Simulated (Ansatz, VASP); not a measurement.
# BaY2: VASP beside Ansatz, part 2 of 2

Wanted: the spread between two codes on one cell, functional and k mesh. The cell is generated by rule, not measured, and may not be a known phase. The cell is taken from a series of VASP runs on this material, whose earlier steps may have relaxed, scaled or displaced it; both programs get it as it stands.

VASP 6.6.1 and Ansatz 0.2.0.

So far. Step 2 (Ansatz: single point, PBE): The run ends at a pressure of -0.13 GPa.

**5. VASP: electric field gradients, PBE**

Level of this step: PBE; plane waves and PAW (Ba_sv, Y_sv); invented cell (VASP).

Field gradients test the density near the nuclei, where the PAW reconstruction matters most.

INCAR

```
SYSTEM = BaY2
PREC = Accurate
ENCUT = 400
EDIFF = 1E-07
NELM = 100
ISMEAR = 1
SIGMA = 0.2
LREAL = .FALSE.
ALGO = Normal
GGA = PE
NBANDS = 22
LORBIT = 11
LWAVE = .FALSE.
LCHARG = .FALSE.
LEFG = .TRUE.
LASPH = .TRUE.
```

POSCAR

```
BaY2
1.0
    5.7953314175      0.0000000000      0.0000000000
    0.0000000000      5.7953314175      0.0000000000
    0.0000000000      0.0000000000      3.9847444736
Ba Y
1 2
Direct
    0.5000000000      0.5000000000      0.0000000000
    0.5000000000      0.0000000000      0.5000000000
    0.0000000000      0.5000000000      0.5000000000
```

KPOINTS

```
Automatic mesh
0
Gamma
4 4 6
0 0 0
```

The projector-augmented-wave data sets are Ba_sv and Y_sv (PBE family, release 64).

The run is started by

```console
$ mpirun -np 1 vasp_std
```

Numbers of over 12 decimals in the logs are rounded to 6 here.

What it wrote:

```text
[... set-up lines as in an earlier step ...]
 entering main loop
       N       E                     dE             d eps       ncg     rms          rms(c)
DAV:   1     0.171932225230E+03    0.17193E+03   -0.13288E+04  1112   0.108E+03
DAV:   2     0.742715614153E+00   -0.17119E+03   -0.16507E+03  1372   0.265E+02
DAV:   3    -0.134587833276E+02   -0.14201E+02   -0.13595E+02  1864   0.558E+01
DAV:   4    -0.143354309742E+02   -0.87665E+00   -0.86284E+00  1648   0.118E+01
[...]
DAV:  12    -0.120825172208E+02    0.92486E-05   -0.50951E-05  1486   0.378E-02    0.107E-02
DAV:  13    -0.120825197832E+02   -0.25624E-05   -0.53429E-06  1580   0.146E-02    0.482E-03
DAV:  14    -0.120825197193E+02    0.63915E-07   -0.47004E-07  1398   0.381E-03
ion   1
     0.0000000     0.0000000    -0.0000000     0.1952983    -0.0000000    -0.0000000
     0.0000600     0.0000000    -0.0000000     0.1952983    -0.0000000    -0.0000000
     0.0000826     0.0000000    -0.0000000     0.1952983    -0.0000000    -0.0000000
     0.0001137     0.0000000    -0.0000000     0.1952983    -0.0000000    -0.0000000
[...]
0.0000000     0.0000000    -0.0000000     1.2464484    -0.0000000    13.1511708
     0.0000519     0.0000000    -0.0000000     1.2463035    -0.0000000    13.1483890
     0.0000714     0.0000000    -0.0000000     1.2462383    -0.0000000    13.1467806
     0.0000984     0.0000000    -0.0000000     1.2461422    -0.0000000    13.1441426
     0.0001355     0.0000000    -0.0000000     1.2460029    -0.0000000    13.1398346

ion   3
     0.0000000     0.0000000    -0.0000000    -0.7578655     0.0000000    -0.7171153
     0.0000519     0.0000000    -0.0000000    -0.7578655     0.0000000    -0.7171153
     0.0000714     0.0000000    -0.0000000    -0.7578655     0.0000000    -0.7171153
     0.0000984     0.0000000    -0.0000000    -0.7578655     0.0000000    -0.7171152
     0.0001355     0.0000000    -0.0000000    -0.7578655     0.0000000    -0.7171150

     0.0000000     0.0000000     0.0000000     1.2464484     0.0000000   -13.1511708
     0.0000519     0.0000000     0.0000000     1.2463035     0.0000000   -13.1483890
     0.0000714     0.0000000     0.0000000     1.2462383     0.0000000   -13.1467806
     0.0000984     0.0000000     0.0000000     1.2461422     0.0000000   -13.1441426
     0.0001355     0.0000000     0.0000000     1.2460029     0.0000000   -13.1398346

   1 F= -.12082520E+02 E0= -.12081981E+02  d E =-.161759E-02
```

OUTCAR, selected parts (step 5):

```text
  Total        0.0024101      0.0024101     -0.0160297      0.0000000      0.0000000      0.0000000
  in kB        0.0288531      0.0288531     -0.1919012      0.0000000      0.0000000      0.0000000
  external PRESSURE =      -0.0447317 kB  Pullay stress =       0.0000000 kB

  FREE ENERGIE OF THE ION-ELECTRON SYSTEM (eV)
  ---------------------------------------------------
  free  energy   TOTEN  =       -12.0825197193 eV

  energy  without entropy=      -12.0809021326  energy(sigma->0) =      -12.08198052

[... 2 parts as in an earlier step ...]

[... 2 further parts left out ...]
[key lines of the parts left out:]
E-fermi :   1.9591
```

The run ends at a pressure of 0.00 GPa.

**6. Ansatz: electric field gradients, PBE**

The same cell, functional, mesh and smearing now go to Ansatz, which takes its cutoff from its data sets.

The cell is taken from a series of VASP runs on this material, whose earlier steps may have relaxed, scaled or displaced it; both programs get it as it stands.

input.yaml

```yaml
crystal:
  lattice:
    - [5.7953314175, 0.0, 0.0]
    - [0.0, 5.7953314175, 0.0]
    - [0.0, 0.0, 3.9847444736]
  atoms:
    - { symbol: Ba, position: [0.5, 0.5, 0.0] }
    - { symbol: "Y", position: [0.5, 0.0, 0.5] }
    - { symbol: "Y", position: [0.0, 0.5, 0.5] }
hamiltonian:
  xc: pbe
  pseudopotentials: { kind: paw }
kpoints:
  mp_grid: { grid: [4, 4, 6] }
scf:
  occupations: { method: methfessel_paxton, width: 0.2 }
  n_extra_bands: 4
output:
  forces: true
  stress: true
  eigenvalues: true
  efg: {}
```

The run is started by

```console
$ ansatz run input.yaml --threads 2 --pin off --max-ram 4608MiB --backend cpu --events-out ev --progress --plain --runs-dir out
```

What it wrote:

```text
[...]
Y, Ba: output.efg is read without spin–orbit coupling, which moves field gradients at and beside such atoms by some per cent and up to a factor of two; PAW files take it under magnetization.noncollinear and magnetization.spin_orbit
[...]
Crystal: 3 atoms, lattice volume = 133.831 Å³
[...]
--- Band table (eV; the first three rows and the last of 24) ---
  k-point 0: bands = [... 12 lower, 3.5434, 5.5271, 5.5402, 6.1910, 6.9942, 7.8222, 7.8222, 8.9305]
  k-point 1: bands = [... 12 lower, 3.9524, 5.9734, 6.0207, 6.3618, 7.1468, 7.6902, 7.6902, 8.4820]
  k-point 2: bands = [... 12 lower, 4.9642, 6.7976, 6.8344, 7.1142, 7.4884, 7.5279, 7.5279, 7.9125]
  k-point 23: bands = [... 12 lower, 5.3801, 5.3801, 5.9999, 6.4792, 7.0480, 8.4708, 8.4708, 8.6447]
[key lines of the parts left out:]
SCF converged after 7 iterations
Free energy (F): -13644.221036 eV
Fermi energy:    7.028770 eV
P = ⅓ Tr σ = -0.1709 GPa (-1.709 kbar)
```

Run time: 2.3 s. Hardware: 2 threads of Arm Neoverse V2, shared host; peak memory 0.46 GiB.

The run ends at a pressure of -0.17 GPa.

**7. Comparison**

What differs besides the data sets and the points named for the pairs above, as far as they apply: Ansatz adds the response of the frozen cores to the gradients, VASP leaves it out. Total energies have different zeros and are not compared.

Compared:

| quantity | Ansatz | VASP | difference |
| --- | --- | --- | --- |
| pressure (GPa) | -0.17 | 0.00 | -0.17 |
| Vzz at Ba1 (V/Å²) | -5.9 | -8.0 | +2.1 |
| Vzz at Y2 (V/Å²) | 14.8 | 16.5 | -1.7 |
| Vzz at Y3 (V/Å²) | 14.8 | 16.5 | -1.7 |

**8. Further runs**

Further runs change the set-up of one program: Ansatz's method, potentials or start, or VASP's data sets, cutoff or form of LDA. The table gives Ansatz less VASP for each quantity, since a change that brings one quantity closer may part another.

```csv
run,pressure (GPa),Vzz at Ba1 (V/Å²),Vzz at Y2 (V/Å²),Vzz at Y3 (V/Å²)
as above,-0.17,2.1,-1.7,-1.7
cores kept as stored,-0.17,2.9,-0.50,-0.50
Ansatz's larger PAW set (cutoff 480 eV),-0.16,2.4,-0.99,-0.99
```

**9. Outcome**

```yaml
difference_in_pressure_single_point_pbe: -0.15 GPa
difference_in_vzz_at_ba1_electric_field_gradients_pbe: 2.1 V/Å²
```

The difference in pressure is -0.15 GPa (single point, PBE), within the 1 GPa picked in this series as the mark of a large difference. Electric field gradients, PBE, cores kept as stored: the difference in Vzz at Ba1 goes from 2.1 to 2.9 V/Å²; the difference in Vzz at Y2 goes from -1.7 to -0.50 V/Å²; the difference in Vzz at Y3 goes from -1.7 to -0.50 V/Å². Electric field gradients, PBE, Ansatz's larger PAW set (cutoff 480 eV): the difference in Vzz at Y2 goes from -1.7 to -0.99 V/Å²; the difference in Vzz at Y3 goes from -1.7 to -0.99 V/Å². 1 further run of this series is not shown here. How closely two codes agree says nothing of how well the functional describes the real material.

[Lines on the potential files, build, host, timing and source positions are cut from VASP's logs without a mark.]

[Logs are printed without paths, hosts, clocks, repeated set-up lines and the standing remarks that a program may print on its own settings, such as how far it seeks lower states.]

[Hosts, paths, dates, database ids (printed as entryN), source tags and the programs' standing remarks are cut or masked in the printed files.]
